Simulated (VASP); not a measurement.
HgRuC6: single point with PBE

HgRuC6:

```
Hg Ru C
1.0
     0.00000    3.41503    3.41503
     3.41503    0.00000    3.41503
     3.41503    3.41503    0.00000
Hg Ru C
1 1 6
Direct
  0.50000 0.50000 0.50000
  0.00000 0.00000 0.00000
  0.50000 0.00000 0.00000
  0.00000 0.50000 0.50000
  0.00000 0.50000 0.00000
  0.50000 0.00000 0.50000
  0.00000 0.00000 0.50000
  0.50000 0.50000 0.00000
```

The cell was built by a generator and needn't be a form met in nature.

The cell isn't the ideal one: species swapped into the MnCuPt6 type (Fm-3m, No. 225).

```
Program                : VASP 6.6.1
Task                   : single point
Functional             : PBE
Potentials or basis    : VASP PAW PBE potentials, release 64 (Hg, Ru_pv, C)
Cutoff                 : 520 eV
k mesh                 : 4 × 4 × 4
Occupations            : gaussian, width 0.1 eV
Spin                   : no spin polarisation
Dipole correction      : no
Further INCAR settings : ALGO = Normal; EDIFF = 1e-06; NBANDS = 35
```

- Pressure: 1.0 GPa
- Band gap on the k mesh: none (metal or under the smearing width)

Levels at points of the mesh, in eV from the Fermi level:
```csv
k point,band 22,band 23,band 24,band 25,band 26,band 27,band 28,band 29
"(0.00, 0.00, 0.00)",-0.34,-0.34,-0.09,-0.06,-0.06,-0.06,0.95,0.95
"(0.50, 0.00, 0.00)",-1.29,-1.29,-1.16,-0.29,-0.29,0.91,1.52,1.52
"(0.50, 0.50, 0.00)",-1.23,-0.29,-0.14,-0.14,-0.04,-0.04,0.04,0.50
```

Wall time 24 s on 1 thread of AMD EPYC 7R13 Processor (Zen 3), with other jobs on the host, peak memory 0.18 GiB.

Caveat: the k mesh is coarse (spacing up to 0.40 Å⁻¹), so the values aren't converged. The run has no spin-orbit coupling, so splittings on Hg are missing.
